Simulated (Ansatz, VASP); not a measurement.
# MoS2 in two plane-wave programs, part 2 of 2

Wanted: the spread between two codes on one cell, functional and k mesh. The cell is taken from a series of runs on this material, whose earlier steps may have relaxed, scaled, displaced or heated it; both programs get it as it stands.

VASP 6.6.1 and Ansatz 0.2.0.

So far: Set-up; VASP: zone-centre phonons, PBE with D3(BJ).

## Step 3: Ansatz: zone-centre phonons, PBE with D3(BJ)

Level of this step: Ansatz beside VASP: Kohn-Sham DFT, plane waves, PBE with D3(BJ) (Ansatz).

Ansatz runs on its PAW soft_1 files.

The same cell, functional and mesh now go to Ansatz, which takes its cutoff from its data sets.

input.yaml reads:

```yaml
crystal:
  lattice:
    - [3.1573930912, 0.0, 0.0]
    - [-1.5786965456, 2.7343826267, 0.0]
    - [0.0, 0.0, 12.2689626752]
  atoms:
    - { symbol: S, position: [0.3333333333, 0.6666666667, 0.6224246797] }
    - { symbol: S, position: [0.6666666667, 0.3333333333, 0.1224246797] }
    - { symbol: S, position: [0.3333333333, 0.6666666667, 0.8775753203] }
    - { symbol: S, position: [0.6666666667, 0.3333333333, 0.3775753203] }
    - { symbol: Mo, position: [0.3333333333, 0.6666666667, 0.25] }
    - { symbol: Mo, position: [0.6666666667, 0.3333333333, 0.75] }
kpoints:
  mp_grid: { grid: [12, 12, 4] }
hamiltonian:
  xc: pbe
  dispersion: d3bj
  pseudopotentials: { kind: paw, azcp: { folder: soft_1 } }
scf:
  occupations: { method: fixed }
output:
  eigenvalues: true
phonons:
  method: dfpt
  dielectric: true
  rigid_motions: translations
```

The run is started by

```console
$ ansatz run input.yaml --threads 4 --pin off --max-ram 16384MiB --backend cpu --events-out ev --progress --plain --runs-dir out
```

Numbers of over 12 decimals in the logs are rounded to 6 here.

Log:

```text
Engine: ansatz 0.2.0, aarch64-unknown-linux-gnu
Pseudopotentials: kind: paw
Pseudopotential: S, paw, valence charge 6, recommended cutoff 420 eV (normal), soft_1/S.paw.azcp
Pseudopotential: Mo, paw, valence charge 14, recommended cutoff 420 eV (normal), soft_1/Mo.paw.azcp
Functional definition: PBE
  parameter kappa = 0.804
  parameter beta = 0.066725
  exchange = pbe_x(kappa = kappa, mu = beta*pi^2/3)
  correlation = pbe_c(beta = beta)
Crystal: 6 atoms, lattice volume = 105.924 Å³
Basis set: ecut = 420 eV, 2045 PW (Γ), exchange–correlation on 48×48×180 points (8 copies of the dense FFT grid, shifted against one another)
Bands: 32, of which v1, the nominal top of the filled ones, is band 26 counted from 1 (25 counted from 0)
Symmetry: 24 space group operations
k-points: 164 of 576 (irreducible under 2 space group operations, time reversal used)
Non-local potential: S, projectors of the file, l = 0: 2, l = 1: 2, l = 2: 1
Non-local potential: Mo, projectors of the file, l = 0: 3, l = 1: 2, l = 2: 2, l = 3: 1
PAW form: soft (Blöchl's): semilocal exchange-correlation on the pseudo side does not see the compensation charge
PAW one-centre angular grid: S, 110 points (default); XC on 64 Gauss nodes
PAW one-centre angular grid: Mo, 590 points (default); XC on 64 Gauss nodes
Initial density: superposition of atomic densities (chi_scale 0.1, normalization cell, long waves kept (reshape's long-wave potential 0.07 eV rms))
Initial wavefunctions: pseudopotential atomic-orbital guess
Functional: x = pbe(κ = 0.804, μ = 0.219515), c = pbe(β = 0.066725)
SCF iter   1: F=—  HF=-13529.680724 eV  |F-HF|=—  |Δ(HF+E_count)|=         —  Δρ=6.09e-2  dr2=4.96e0  ethr=3.10e-3  ⟨swp⟩=5.3  Hψ=22827  notcnv=0  defer=466
preconditioner: auto → Resta (q_TF=auto, 2.423 Å⁻¹)  ε∞=8.0  [insulator: Δε(μ)=0.742 eV  Ē_g=8.210 eV  n_scr=26 (ndim 8)  ℏωp=21.6 eV  f_vac=0.000  ε∞_Penn≈8.0]
SCF iter   2: F=—  HF=-13528.530036 eV  |F-HF|=—  |Δ(HF+E_count)|=    1.15e0  Δρ=2.64e-2  dr2=1.77e0  ethr=3.10e-3  ⟨swp⟩=3.0  Hψ=11449  notcnv=0  defer=412
SCF iter   3: F=—  HF=-13528.239460 eV  |F-HF|=—  |Δ(HF+E_count)|=   2.91e-1  Δρ=1.52e-2  dr2=3.42e-1  ethr=3.10e-3  ⟨swp⟩=2.0  Hψ=6853  notcnv=0  defer=490
SCF iter   4: F=—  HF=-13528.159207 eV  |F-HF|=—  |Δ(HF+E_count)|=   8.03e-2  Δρ=3.20e-3  dr2=1.81e-2  ethr=6.57e-4  ⟨swp⟩=2.1  Hψ=8794  notcnv=0  defer=601
SCF iter   5: F=—  HF=-13528.161140 eV  |F-HF|=—  |Δ(HF+E_count)|=   1.93e-3  Δρ=9.76e-4  dr2=1.51e-3  ethr=3.48e-5  ⟨swp⟩=2.2  Hψ=8572  notcnv=0  defer=650
SCF iter   6: F=—  HF=-13528.161750 eV  |F-HF|=—  |Δ(HF+E_count)|=   6.09e-4  Δρ=4.17e-4  dr2=2.43e-4  ethr=2.91e-6  ⟨swp⟩=2.2  Hψ=9118  notcnv=0  defer=654
SCF iter   7: F=—  HF=-13528.161762 eV  |F-HF|=—  |Δ(HF+E_count)|=   1.21e-5  Δρ=6.71e-5  dr2=5.72e-6  ethr=4.67e-7  ⟨swp⟩=2.0  Hψ=7290  notcnv=0  defer=554
SCF iter   8: F=—  HF=-13528.161768 eV  |F-HF|=—  |Δ(HF+E_count)|=   6.17e-6  Δρ=1.41e-5  dr2=2.23e-7  ethr=1.10e-8  ⟨swp⟩=3.0  Hψ=12013  notcnv=0  defer=391
SCF iter   9: F=—  HF=-13528.161769 eV  |F-HF|=—  |Δ(HF+E_count)|=   9.27e-7  Δρ=2.34e-6  dr2=6.57e-9  ethr=4.29e-10  ⟨swp⟩=2.1  Hψ=8139  notcnv=0  defer=264
SCF iter  10: F=—  HF=-13528.161769 eV  |F-HF|=—  |Δ(HF+E_count)|=   1.14e-8  Δρ=5.69e-7  dr2=5.31e-10  ethr=1.26e-11  ⟨swp⟩=3.6  Hψ=11861  notcnv=0  defer=264
SCF iter  11: F=-13528.161769 eV  HF=-13528.161769 eV  |F-HF|=1.27e-11  |Δ(HF+E_count)|=  1.40e-10  Δρ=1.47e-7  dr2=2.83e-11  ethr=1.00e-12  ⟨swp⟩=15.6  Hψ=38629  notcnv=0
SCF 1 converged in 11 iterations: F = -13528.161769 eV  dr2 = 2.83e-11
  greatest PAW one-centre occupation: 0.999 electrons in one spin orbital (limit 2), on the Mo atom at site 5 (counted from 0), in its partial waves of l = 0
DFPT response loops at Γ: preconditioner auto → Resta (q_TF=auto, 2.423 Å⁻¹)  ε∞=8.3 (no band partly filled); β = 1.00, the filter's whole step (`scf.mixing.beta` (0.50) is not read by the response loops at its default; to damp them type it under 1.00, their step now; it binds the ground state too); Broyden in place of MSR1
── the response to a field inside a basis, on 12×12×4 k-points: an SCF that follows is theirs, and a resumed run solves both again ──
Bands: 27, of which v1, the nominal top of the filled ones, is band 26 counted from 1 (25 counted from 0)
k-points: 84 of 576 (irreducible under 8 space group operations)
Initial density: handed on by an earlier stage of this run
Initial wavefunctions: pseudopotential atomic-orbital guess (no wavefunctions were taken with the density)
Eigensolver: Dense (84 Hₖ)
SCF iter   1: F=—  HF=-13528.107129 eV  |F-HF|=—  |Δ(HF+E_count)|=         —  Δρ=2.36e-4  dr2=1.25e-5  ethr=1.00e-1
preconditioner: auto → Resta (q_TF=auto, 2.423 Å⁻¹)  ε∞=10.2  [insulator: Δε(μ)=0.970 eV  Ē_g=7.127 eV  n_scr=26 (ndim 8)  ℏωp=21.6 eV  f_vac=0.013  ε∞_Penn≈10.2]
SCF iter   2: F=—  HF=-13528.107139 eV  |F-HF|=—  |Δ(HF+E_count)|=   1.04e-5  Δρ=1.29e-4  dr2=4.06e-6  ethr=2.41e-8
SCF iter   3: F=—  HF=-13528.107144 eV  |F-HF|=—  |Δ(HF+E_count)|=   4.70e-6  Δρ=1.06e-5  dr2=2.33e-7  ethr=7.80e-9
SCF iter   4: F=-13528.107144 eV  HF=-13528.107144 eV  |F-HF|=1.41e-8  |Δ(HF+E_count)|=   8.25e-9  Δρ=6.21e-6  dr2=4.07e-8  ethr=4.47e-10
SCF 1 converged in 4 iterations: F = -13528.107144 eV  dr2 = 4.07e-8
DFPT response loops at Γ: preconditioner auto → Resta (q_TF=auto, 2.423 Å⁻¹)  ε∞=7.9 (no band partly filled); β = 1.00, the filter's whole step (`scf.mixing.beta` (0.50) is not read by the response loops at its default; to damp them type it under 1.00, their step now; it binds the ground state too); Broyden in place of MSR1
SCF converged after 11 iterations
Free energy (F): -13528.161769 eV
Harris-Foulkes:  -13528.161769 eV  (|F-HF|=1.27e-11)
Internal energy: -13528.161769 eV  (E = F + TS)
E sigma→0 (E₀):  -13528.161769 eV
Fermi energy:    11.085687 eV
--- Per-component energies (eV) ---
  E_band       = -303.455944
  E_kinetic    = 1269.718102
  E_local      = -3876.414040  (includes V_loc(G=0)·N_el)
  E_nonlocal   = 433.824955
  E_hartree    = 1499.372632
  E_xc         = -709.446930
  E_vxc        = -772.244310  (∫ρ·V_xc dr)
  E_paw        = -8857.255944  (= ΣΔE_a)
  E_vpaw       = -357.085948  (= ΣTr[D̂ρ^β])
  E_aug_tail   = 0.000088  (compensation charges beyond the density's cutoff)
  E_ewald      = -3285.388360
  E_disp       = -2.572272  (pairwise vdW)
  E_smearing   = -0.000000  (= −TS)
  E_closure    = 0.000000  (closes the sum)
  Σ components = -13528.161769   (vs F -13528.161769, Δ=0.00e0)
--- Band table (eV; the first three rows and the last of 164) ---
  k-point 0: bands = [... 22 lower, 8.9623, 9.8926, 9.9098, 11.0857, 13.2065, 13.2065, 13.2362, 13.2362, ... 2 higher]
  k-point 1: bands = [... 22 lower, 8.9551, 9.2211, 10.4438, 11.0208, 13.2071, 13.2071, 13.2248, 13.2248, ... 2 higher]
  k-point 2: bands = [... 22 lower, 8.9377, 8.9377, 10.8146, 10.8146, 13.2117, 13.2117, 13.2117, 13.2117, ... 2 higher]
  k-point 163: bands = [... 22 lower, 8.7111, 8.7111, 9.8911, 9.8911, 12.5815, 12.5815, 13.2005, 13.2005, ... 2 higher]
--- Phonons (Γ-DFPT): 4 representative perturbations + reference, on 164 of 576 k-points (Σ response iterations 13) ---
  k mesh reduced under 2 symmetry operations, with k and −k counted as one. Each operation leaves every solved perturbation unchanged. A smaller set is not considered because the run solves the response to a homogeneous field
  ASR residual: 9.307e-5 → 0.000e0 eV/Å²; symmetrization residual: 5.244e-6 eV/Å²
  pairwise dispersion correction: d3bj (s6 = 1.0, s8 = 0.7875, a1 = 0.4289, a2_bohr = 4.4407), with the weights of each atom's references fixed at the reference crystal's, and the forces and stress that the weights' published response gives there kept as a pressure on the atom's counted neighbours (hamiltonian.dispersion)
  ASR residual per site (eV/Å²): 7.49e-5 7.49e-5 7.49e-5 7.49e-5 9.31e-5 9.31e-5
  Γ frequencies (cm⁻¹): 0.00 0.00 0.00 31.67 31.67 53.22 280.09 280.09 282.53 282.53 378.38 378.38 378.55 378.55 400.21 407.15 461.75 466.48
  ε∞ (high-frequency dielectric tensor):
       15.326175     0.000000     0.000000
        0.000000    15.326175     0.000000
        0.000000     0.000000     6.630941
  ε⁰ (static dielectric tensor: ions relaxed, cell fixed):
       15.501123    -0.000000    -0.000000
       -0.000000    15.501123    -0.000000
       -0.000000    -0.000000     6.679774
  ε⁰ − ε∞ (ionic part):
        0.174948    -0.000000    -0.000000
       -0.000000     0.174948    -0.000000
       -0.000000    -0.000000     0.048833
  softest optical mode at Γ: 31.67 cm⁻¹; the repairs (sum rule, projections) moved no ω² at Γ by more than (1.20 cm⁻¹)²
  Born effective charges Z* (e; rows j = field, columns β = displacement):
    site 0:
         0.50919    0.00000    0.00000
        -0.00000    0.50919    0.00000
         0.00000    0.00000    0.32815
    site 1:
         0.50919    0.00000    0.00000
         0.00000    0.50919   -0.00000
         0.00000   -0.00000    0.32815
    site 2:
         0.50919    0.00000   -0.00000
         0.00000    0.50919   -0.00000
        -0.00000   -0.00000    0.32815
    site 3:
         0.50919    0.00000    0.00000
        -0.00000    0.50919    0.00000
        -0.00000    0.00000    0.32815
    site 4:
        -1.01838   -0.00000    0.00000
        -0.00000   -1.01838    0.00000
         0.00000    0.00000   -0.65630
    site 5:
[...]
Z* charge neutrality: 6.696e-3 e pre-enforcement
  solved inside a basis spanned on kpoints, on 12×12×4 k-points, its susceptibility summed on 16×16×4: ε∞ is read to err by 7.2e-2, Z* by 1.7e-2 e (field_mesh: kpoints solves on kpoints); Z* is corrected for what the basis lacks
  optical modes at Γ without the LO–TO term, one row a degenerate level:
      ω (cm⁻¹)  modes    IR ((D/Å)²/amu)
[...]
optical modes at Γ + LO–TO along q̂ = [1.0000, 0.0000, 0.0000]:
      ω (cm⁻¹)  modes    IR ((D/Å)²/amu)
[...]
optical modes at Γ + LO–TO along q̂ = [0.0000, 1.0000, 0.0000]:
      ω (cm⁻¹)  modes    IR ((D/Å)²/amu)
[...]
optical modes at Γ + LO–TO along q̂ = [0.0000, 0.0000, 1.0000]:
      ω (cm⁻¹)  modes    IR ((D/Å)²/amu)
[...]
280.09      2             0.0000
        282.53      2             0.0000
        378.38      2             0.0000
        378.55      2             2.4901
        400.21      1             0.0000
        407.15      1             0.0000
        463.45      1             0.5171
        466.48      1             0.0000
```

The column dr2 measures how far the density is from self-consistency, as an energy; F and HF (Harris–Foulkes) agree once it is small.

## Step 4: Side by side

Known differences besides the potentials themselves: fixed occupations in Ansatz, narrow Gaussian smearing in VASP; the cutoff is 420 eV in Ansatz and 500 eV in VASP; Ansatz takes the dispersion share of the force constants at frozen C6 weights, VASP differentiates the full forces; VASP uses finite displacements, Ansatz perturbation theory. Total energies have different zeros and are not compared.

The two programs side by side:

```csv
quantity,Ansatz,VASP,difference
optical mode 1 to 2 (cm⁻¹),31.7,31.0,+0.6
optical mode 3 (cm⁻¹),53.2,52.5,+1.41 %
optical mode 4 to 5 (cm⁻¹),280.1,279.5,+0.22 %
optical mode 6 to 7 (cm⁻¹),282.5,281.9,+0.21 %
optical mode 8 to 9 (cm⁻¹),378.4,377.8,+0.16 %
optical mode 10 to 11 (cm⁻¹),378.6,377.9,+0.17 %
optical mode 12 (cm⁻¹),400.2,399.2,+0.25 %
optical mode 13 (cm⁻¹),407.1,406.2,+0.24 %
optical mode 14 (cm⁻¹),461.8,461.2,+0.11 %
optical mode 15 (cm⁻¹),466.5,465.8,+0.14 %
```

Modes are paired by rising frequency, not by their patterns, so a pair may set unlike modes beside each other; they are those without the splitting of longitudinal modes.

## Step 5: What came out

```yaml
r_m_s_difference_of_the_optical_zone_centre_modes_each_program_s_sorted_by_frequency_zone_centre_phonons_pbe_with_d3_bj: 0.68 cm⁻¹
difference_in_optical_mode_3_zone_centre_phonons_pbe_with_d3_bj: +1.4 %
```

**Reading.** The r.m.s. difference of the optical zone-centre modes, each program's sorted by frequency is 0.68 cm⁻¹ (zone-centre phonons, PBE with D3(BJ)). Among the rows given in per cent, the largest difference of the zone-centre phonons, PBE with D3(BJ) pair is in optical mode 3, +1.4 %. Such differences can come from data sets, numerical settings and the points named under the comparisons, not from the functional's error against experiment.

[Lines on the potential files, build, host, timing and source positions are cut from VASP's logs without a mark.]

[Logs are printed without paths, hosts, clocks, repeated set-up lines and the standing remarks that a program may print on its own settings, such as how far it seeks lower states.]

[Hosts, paths, dates, database ids (printed as entryN), source tags and the programs' standing remarks are cut or masked in the printed files.]
